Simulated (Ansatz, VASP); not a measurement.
# Cross-check of Si3Cl8 (Si3Cl8 (F-43c)) between VASP and Ansatz

Wanted: the spread between two codes on one cell, functional and k mesh. The structure shown is the start of the Ansatz relaxation below; VASP solves that cell, so the two are compared at the walk's first step.

Program: Ansatz 0.2.0. Level of theory: plane waves, with VASP 6.6.1 beside it; single point at PBEsol. Results are calculated unless marked as measured.

## Step 1: Set-up

The cell holds 44 atoms: 12 Si and 32 Cl. Cell: a = 12.932 Å, b = 12.932 Å, c = 12.932 Å, α = 60.0°, β = 60.0°, γ = 60.0°.

## Step 2: Ansatz: relaxation, PBEsol

Ansatz runs on its PAW soft_1 files.

The two programs are compared at the cell with which this relaxation starts, whose forces are those of its first step.

File input.yaml:

```yaml
crystal:
  lattice:
    - [0.0, 9.144231, 9.144231]
    - [9.144231, 0.0, 9.144231]
    - [9.144231, 9.144231, 0.0]
  atoms:
    - { symbol: Si, position: [0.0, 0.0, 0.0] }
    - { symbol: Si, position: [0.5, 0.5, 0.5] }
    - { symbol: Si, position: [0.47395, 0.17535, 0.17535] }
    - { symbol: Si, position: [0.67535, 0.67535, 0.67535] }
    - { symbol: Si, position: [0.67535, 0.67535, 0.97395] }
    - { symbol: Si, position: [0.67535, 0.97395, 0.67535] }
    - { symbol: Si, position: [0.17535, 0.17535, 0.47395] }
    - { symbol: Si, position: [0.17535, 0.47395, 0.17535] }
    - { symbol: Si, position: [0.17535, 0.17535, 0.17535] }
    - { symbol: Si, position: [0.97395, 0.67535, 0.67535] }
    - { symbol: Si, position: [0.25, 0.25, 0.25] }
    - { symbol: Si, position: [0.75, 0.75, 0.75] }
    - { symbol: Cl, position: [0.192615, 0.935795, 0.935795] }
    - { symbol: Cl, position: [0.435795, 0.435795, 0.435795] }
    - { symbol: Cl, position: [0.435795, 0.435795, 0.692615] }
    - { symbol: Cl, position: [0.435795, 0.692615, 0.435795] }
    - { symbol: Cl, position: [0.935795, 0.935795, 0.192615] }
    - { symbol: Cl, position: [0.935795, 0.192615, 0.935795] }
    - { symbol: Cl, position: [0.935795, 0.935795, 0.935795] }
    - { symbol: Cl, position: [0.692615, 0.435795, 0.435795] }
    - { symbol: Cl, position: [0.541146, 0.183158, 0.991516] }
    - { symbol: Cl, position: [0.491516, 0.78418, 0.683158] }
    - { symbol: Cl, position: [0.78418, 0.491516, 0.041146] }
    - { symbol: Cl, position: [0.78418, 0.041146, 0.683158] }
    - { symbol: Cl, position: [0.683158, 0.491516, 0.78418] }
    - { symbol: Cl, position: [0.491516, 0.041146, 0.78418] }
    - { symbol: Cl, position: [0.683158, 0.78418, 0.041146] }
    - { symbol: Cl, position: [0.541146, 0.991516, 0.28418] }
    - { symbol: Cl, position: [0.541146, 0.28418, 0.183158] }
    - { symbol: Cl, position: [0.183158, 0.991516, 0.541146] }
    - { symbol: Cl, position: [0.991516, 0.541146, 0.183158] }
    - { symbol: Cl, position: [0.28418, 0.183158, 0.541146] }
    - { symbol: Cl, position: [0.991516, 0.183158, 0.28418] }
    - { symbol: Cl, position: [0.183158, 0.28418, 0.991516] }
    - { symbol: Cl, position: [0.28418, 0.541146, 0.991516] }
    - { symbol: Cl, position: [0.183158, 0.541146, 0.28418] }
    - { symbol: Cl, position: [0.991516, 0.28418, 0.541146] }
    - { symbol: Cl, position: [0.28418, 0.991516, 0.183158] }
    - { symbol: Cl, position: [0.491516, 0.683158, 0.041146] }
    - { symbol: Cl, position: [0.683158, 0.041146, 0.491516] }
    - { symbol: Cl, position: [0.78418, 0.683158, 0.491516] }
    - { symbol: Cl, position: [0.041146, 0.491516, 0.683158] }
    - { symbol: Cl, position: [0.041146, 0.683158, 0.78418] }
    - { symbol: Cl, position: [0.041146, 0.78418, 0.491516] }
basis:
  ecutwfc: 420
  xc_grid: 2
hamiltonian:
  xc: pbesol
  pseudopotentials: { kind: paw, azcp: { folder: soft_1 }, xc_functional: pbe }
kpoints:
  mp_grid: { grid: [3, 3, 3] }
scf:
  occupations: { method: fermi_dirac, width: 0.01 }
  max_iter: 150
output:
  forces: true
  stress: true
relax:
  f_tol: 0.01
  max_steps: 60
  cell: {}
checkpoint:
  write: "../pbesol.run"
  compress: false
  write_wavefunctions: false
  write_every: 100000
```

On the command line:

```
> ansatz run input.yaml --threads 4 --pin off --max-ram 6594MiB --backend cpu --events-out ev --progress --plain --runs-dir out
```

Numbers of over 12 decimals in the logs are rounded to 6 here.

What it wrote:

```text
Engine: ansatz 0.2.0, x86_64-unknown-linux-gnu
Pseudopotentials: kind: paw
Pseudopotential: Si, paw, valence charge 4, recommended cutoff 420 eV (normal), soft_1/Si.paw.azcp
Pseudopotential: Cl, paw, valence charge 7, recommended cutoff 420 eV (normal), soft_1/Cl.paw.azcp
Functional definition: PBEsol
  exchange = pbesol_x
  correlation = pbesol_c
Crystal: 44 atoms, lattice volume = 1529.226 Å³
Basis set: ecut = 420 eV, 29939 PW (Γ), exchange–correlation on 180×180×180 points (8 copies of the dense FFT grid, shifted against one another)
Bands: 180, of which v1, the nominal top of the filled ones, is band 136 counted from 1 (135 counted from 0)
Symmetry: 24 space group operations
Space group: F-43c (ITA 219), of the structure as read, at distance tolerance 1.2e-4 Å
k-points: 4 of 27 (time reversal used)
Non-local potential: Si, projectors of the file, l = 0: 2, l = 1: 2, l = 2: 1
Non-local potential: Cl, projectors of the file, l = 0: 2, l = 1: 2, l = 2: 1
PAW form: soft (Blöchl's): semilocal exchange-correlation on the pseudo side does not see the compensation charge
PAW frozen core: Si, regenerated for the run's functional, and the local potential with it (the file was generated under x = pbe(κ = 0.804, μ = 0.219515), c = pbe(β = 0.066725))
PAW frozen core: Cl, regenerated for the run's functional, and the local potential with it (the file was generated under x = pbe(κ = 0.804, μ = 0.219515), c = pbe(β = 0.066725))
PAW one-centre angular grid: Si, 110 points (default); XC on 64 Gauss nodes
PAW one-centre angular grid: Cl, 110 points (default); XC on 64 Gauss nodes
Initial density: superposition of atomic densities (chi_scale 0.1, normalization cell), built separately for each of the 4 bonded fragments (scf.initial_density.interfragment_charge_transfer: auto; true builds it for the cell as a whole; a typed value also counts as a typed key of the start: scf.initial_density.chi_scale says what that changes, if anything)
Initial wavefunctions: pseudopotential atomic-orbital guess
Functional: x = pbesol(κ = 0.804, μ = 0.123457), c = pbesol(β = 0.046)
SCF iter   1: F=—  HF=-41465.235954 eV  |F-HF|=—  |Δ(HF+E_count)|=         —  Δρ=3.55e-2  dr2=5.13e1  ethr=3.10e-3  ⟨swp⟩=11.2  Hψ=4543  notcnv=0  defer=6
preconditioner: auto → Resta (q_TF=auto, 2.046 Å⁻¹)  ε∞=3.0  [insulator: Δε(μ)=3.368 eV  Ē_g=11.073 eV  σ=0.010 eV  W_gap=1.00  n_scr=228 (ndim 8)  ℏωp=15.7 eV  f_vac=0.169  D(μ)=0.00/eV (n_scr^D=0)  ε∞_Penn≈3.0]
SCF iter   2: F=—  HF=-41453.117777 eV  |F-HF|=—  |Δ(HF+E_count)|=    1.21e1  Δρ=1.49e-2  dr2=3.51e0  ethr=3.10e-3  ⟨swp⟩=5.8  Hψ=1825  notcnv=0  defer=152
SCF iter   3: F=—  HF=-41452.215053 eV  |F-HF|=—  |Δ(HF+E_count)|=   9.03e-1  Δρ=6.02e-3  dr2=4.80e-1  ethr=1.29e-3  ⟨swp⟩=4.0  Hψ=1290  notcnv=0  defer=152
SCF iter   4: F=—  HF=-41452.154516 eV  |F-HF|=—  |Δ(HF+E_count)|=   6.05e-2  Δρ=1.06e-3  dr2=1.80e-2  ethr=1.77e-4  ⟨swp⟩=3.0  Hψ=988  notcnv=0  defer=152
SCF iter   5: F=—  HF=-41452.169297 eV  |F-HF|=—  |Δ(HF+E_count)|=   1.48e-2  Δρ=3.00e-4  dr2=1.56e-3  ethr=6.61e-6  ⟨swp⟩=2.8  Hψ=1366  notcnv=0  defer=152
SCF iter   6: F=—  HF=-41452.172052 eV  |F-HF|=—  |Δ(HF+E_count)|=   2.75e-3  Δρ=7.91e-5  dr2=2.17e-4  ethr=5.74e-7  ⟨swp⟩=2.0  Hψ=1000  notcnv=0  defer=152
SCF iter   7: F=—  HF=-41452.172160 eV  |F-HF|=—  |Δ(HF+E_count)|=   1.07e-4  Δρ=2.51e-5  dr2=1.92e-5  ethr=7.96e-8  ⟨swp⟩=2.5  Hψ=987  notcnv=0  defer=152
SCF iter   8: F=—  HF=-41452.172885 eV  |F-HF|=—  |Δ(HF+E_count)|=   7.25e-4  Δρ=6.87e-6  dr2=1.21e-6  ethr=7.06e-9  ⟨swp⟩=2.5  Hψ=1052  notcnv=0  defer=152
SCF iter   9: F=—  HF=-41452.172886 eV  |F-HF|=—  |Δ(HF+E_count)|=   1.75e-6  Δρ=2.49e-6  dr2=2.12e-7  ethr=3.68e-11  ⟨swp⟩=5.5  Hψ=2792  notcnv=0
SCF iter  10: F=-41452.172886 eV  HF=-41452.172886 eV  |F-HF|=6.24e-9  |Δ(HF+E_count)|=   4.70e-8  Δρ=9.68e-7  dr2=4.12e-8  ethr=3.68e-11  ⟨swp⟩=5.0  Hψ=2689  notcnv=0
SCF 1 converged in 10 iterations: F = -41452.172886 eV  dr2 = 4.12e-8
  greatest PAW one-centre occupation: 0.905 electrons in one spin orbital (limit 2), on the Cl atom at site 43 (counted from 0), in its partial waves of l = 0
relax step   1: F+E_penalty+E_count = -41452.17288639 eV  Δ(F+E_penalty+E_count) = +0.000e0 eV  max|allowed force component| = 1.293e-1 eV/Å  Δτ_max = 0.0000 Å  P = -0.539 GPa  Ω = 1529.226 Å³  (10 SCF iters, dr2 threshold 1.00e-7 eV, accepted)
Crystal: 44 atoms, lattice volume = 1514.822 Å³
Basis set: ecut = 420 eV, 29627 PW (Γ), exchange–correlation on 180×180×180 points (8 copies of the dense FFT grid, shifted against one another)
Initial density: handed on by an earlier stage of this run
Initial wavefunctions: those handed on with the density
iter 1 solved again at ethr=2.00e-5 eV; its pass at ethr=3.10e-3 eV (dr2=5.44e-2 eV) is discarded
[...]
SCF iter   6: F=—  HF=-41452.225104 eV  |F-HF|=—  |Δ(HF+E_count)|=   1.90e-9  Δρ=3.09e-7  dr2=1.82e-9  ethr=3.06e-12  ⟨swp⟩=2.0  Hψ=1020  notcnv=0
SCF iter   7: F=-41452.225104 eV  HF=-41452.225104 eV  |F-HF|=7.28e-11  |Δ(HF+E_count)|=  3.93e-10  Δρ=8.26e-8  dr2=1.06e-10  ethr=1.00e-12  ⟨swp⟩=5.0  Hψ=2538  notcnv=0
SCF 7 converged in 7 iterations: F = -41452.225104 eV  dr2 = 1.06e-10
[...]
SCF converged after 7 iterations
Free energy (F): -41452.225104 eV
Harris-Foulkes:  -41452.225104 eV  (|F-HF|=7.28e-11)
Internal energy: -41452.225104 eV  (E = F + TS)
E sigma→0 (E₀):  -41452.225104 eV
Fermi energy:    1.461820 eV
--- Per-component energies (eV) ---
  E_band       = -1609.337591
  E_kinetic    = 5379.672295
  E_local      = -12024.862054  (includes V_loc(G=0)·N_el)
  E_nonlocal   = 1276.488347
  E_hartree    = 4075.244120
  E_xc         = -4063.392450
  E_vxc        = -4269.193598  (∫ρ·V_xc dr)
  E_paw        = -26504.542459  (= ΣΔE_a)
  E_vpaw       = -121.935286  (= ΣTr[D̂ρ^β])
  E_aug_tail   = 0.004000  (compensation charges beyond the density's cutoff)
  E_ewald      = -9593.725461
  E_core_change = 2.888559  (= ΣΔE_core)
  E_smearing   = -0.000000  (= −TS)
  E_closure    = -0.000000  (closes the sum)
  Σ components = -41452.225104   (vs F -41452.225104, Δ=0.00e0)
--- Forces (eV/Å), atoms counted from 1 ---
  atom   1  Si    -0.00000000     0.00000000     0.00000000
  atom   2  Si    -0.00000000     0.00000000     0.00000000
  atom   3  Si    -0.00439044     0.00439044     0.00439044
  atom   4  Si    -0.00439044    -0.00439044    -0.00439044
  atom   5  Si     0.00439044     0.00439044    -0.00439044
  atom   6  Si     0.00439044    -0.00439044     0.00439044
  atom   7  Si     0.00439044     0.00439044    -0.00439044
  atom   8  Si     0.00439044    -0.00439044     0.00439044
  atom   9  Si    -0.00439044    -0.00439044    -0.00439044
  atom  10  Si    -0.00439044     0.00439044     0.00439044
  atom  11  Si    -0.00000000    -0.00000000     0.00000000
  atom  12  Si    -0.00000000    -0.00000000     0.00000000
  atom  13  Cl     0.00164724    -0.00164724    -0.00164724
  atom  14  Cl     0.00164724     0.00164724     0.00164724
  atom  15  Cl    -0.00164724    -0.00164724     0.00164724
  atom  16  Cl    -0.00164724     0.00164724    -0.00164724
  atom  17  Cl    -0.00164724    -0.00164724     0.00164724
  atom  18  Cl    -0.00164724     0.00164724    -0.00164724
  atom  19  Cl     0.00164724     0.00164724     0.00164724
  atom  20  Cl     0.00164724    -0.00164724    -0.00164724
  atom  21  Cl     0.00149195    -0.00014243    -0.00141383
  atom  22  Cl     0.00014243     0.00149195     0.00141383
  atom  23  Cl    -0.00014243    -0.00149195     0.00141383
  atom  24  Cl    -0.00141383     0.00014243    -0.00149195
[...]
atom  37  Cl    -0.00149195    -0.00014243     0.00141383
  atom  38  Cl     0.00149195     0.00014243     0.00141383
  atom  39  Cl    -0.00141383    -0.00014243     0.00149195
  atom  40  Cl    -0.00014243     0.00149195    -0.00141383
  atom  41  Cl     0.00149195     0.00141383     0.00014243
  atom  42  Cl     0.00149195    -0.00141383    -0.00014243
  atom  43  Cl     0.00014243    -0.00149195    -0.00141383
  atom  44  Cl     0.00141383    -0.00014243    -0.00149195
  max |Σ_I F_I| component: 2.95e-18 eV/Å
--- Stress (GPa, compression-positive) ---
       -0.003329      -0.000000      -0.000000
       -0.000000      -0.003329      -0.000000
       -0.000000      -0.000000      -0.003329
  P = ⅓ Tr σ = -0.0033 GPa (-0.033 kbar)
--- Relaxed structure (6 steps of the walk, 6 accepted, 1 SCFs on fresh bases) ---
  F+E_penalty+E_count = -41452.22510404 eV   max|allowed force component| = 4.390e-3 eV/Å   (the final SCF, on the basis selected at the relaxed cell)
  cell:  # Å, volume = 1456.5284 Å³
    - [0, 8.996971, 8.996971]
    - [8.996971, 0, 8.996971]
    - [8.996971, 8.996971, 0]
  atoms:
    - { symbol: Si, position: [0, 0, 0] }
    - { symbol: Si, position: [0.500000, 0.500000, 0.500000] }
    - { symbol: Si, position: [0.475328, 0.174891, 0.174891] }
    - { symbol: Si, position: [0.674891, 0.674891, 0.674891] }
    - { symbol: Si, position: [0.674891, 0.674891, 0.975328] }
    - { symbol: Si, position: [0.674891, 0.975328, 0.674891] }
    - { symbol: Si, position: [0.174891, 0.174891, 0.475328] }
    - { symbol: Si, position: [0.174891, 0.475328, 0.174891] }
    - { symbol: Si, position: [0.174891, 0.174891, 0.174891] }
    - { symbol: Si, position: [0.975328, 0.674891, 0.674891] }
    - { symbol: Si, position: [0.250000, 0.250000, 0.250000] }
    - { symbol: Si, position: [0.75, 0.75, 0.75] }
    - { symbol: Cl, position: [0.195096, 0.934968, 0.934968] }
    - { symbol: Cl, position: [0.434968, 0.434968, 0.434968] }
    - { symbol: Cl, position: [0.434968, 0.434968, 0.695096] }
    - { symbol: Cl, position: [0.434968, 0.695096, 0.434968] }
    - { symbol: Cl, position: [0.934968, 0.934968, 0.195096] }
    - { symbol: Cl, position: [0.934968, 0.195096, 0.934968] }
    - { symbol: Cl, position: [0.934968, 0.934968, 0.934968] }
    - { symbol: Cl, position: [0.695096, 0.434968, 0.434968] }
    - { symbol: Cl, position: [0.542807, 0.183105, 0.988741] }
    - { symbol: Cl, position: [0.488741, 0.785346, 0.683105] }
    - { symbol: Cl, position: [0.785346, 0.488741, 0.042807] }
    - { symbol: Cl, position: [0.785346, 0.042807, 0.683105] }
    - { symbol: Cl, position: [0.683105, 0.488741, 0.785346] }
    - { symbol: Cl, position: [0.488741, 0.042807, 0.785346] }
    - { symbol: Cl, position: [0.683105, 0.785346, 0.042807] }
    - { symbol: Cl, position: [0.542807, 0.988741, 0.285346] }
    - { symbol: Cl, position: [0.542807, 0.285346, 0.183105] }
    - { symbol: Cl, position: [0.183105, 0.988741, 0.542807] }
    - { symbol: Cl, position: [0.988741, 0.542807, 0.183105] }
    - { symbol: Cl, position: [0.285346, 0.183105, 0.542807] }
    - { symbol: Cl, position: [0.988741, 0.183105, 0.285346] }
    - { symbol: Cl, position: [0.183105, 0.285346, 0.988741] }
    - { symbol: Cl, position: [0.285346, 0.542807, 0.988741] }
    - { symbol: Cl, position: [0.183105, 0.542807, 0.285346] }
    - { symbol: Cl, position: [0.988741, 0.285346, 0.542807] }
    - { symbol: Cl, position: [0.285346, 0.988741, 0.183105] }
    - { symbol: Cl, position: [0.488741, 0.683105, 0.042807] }
    - { symbol: Cl, position: [0.683105, 0.042807, 0.488741] }
    - { symbol: Cl, position: [0.785346, 0.683105, 0.488741] }
    - { symbol: Cl, position: [0.042807, 0.488741, 0.683105] }
    - { symbol: Cl, position: [0.042807, 0.683105, 0.785346] }
    - { symbol: Cl, position: [0.042807, 0.785346, 0.488741] }
```

Reading the cycles: dr2 is the Hartree energy of the density residual (eV), the measure of convergence; HF is the Harris–Foulkes estimate of the energy, which meets the free energy F at convergence.

[end of part 1 of 2]

[Lines on the potential files, build, host, timing and source positions are cut from VASP's logs without a mark.]

[Logs are printed without paths, hosts, clocks, repeated set-up lines and the standing remarks that a program may print on its own settings, such as how far it seeks lower states.]

[Hosts, paths, dates, database ids (printed as entryN), source tags and the programs' standing remarks are cut or masked in the printed files.]
